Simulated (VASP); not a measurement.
Consider the following.

```xyz
2
Lattice="4.5364 0.0000 0.0000 0.0000 4.5364 0.0000 0.0000 0.0000 4.5364" Properties=species:S:1:pos:R:3 pbc="T T T"
Cs     0.0000     0.0000     0.0000
Br     2.2682     2.2682     2.2682
```

Calculation: revPBE GGA, VASP's PBE PAW potentials (set 64) (plane waves; VASP). Run with 520 eV cut-off, 5×5×5 Γ-centred mesh, Gaussian smearing of 0.050 eV, potentials Cs_sv Br.

Question: Estimate the energy per atom (σ→0).

Answer: 
| Quantity | Value |
|---|---|
| energy per atom (σ→0) | -273.3 kJ/mol-atom |

Only differences to runs with the same potentials and settings are physical.

The compound is CsBr in the CsCl type structure. It was relaxed first, which changed the volume by +18 %. The start is the result of an earlier pass.
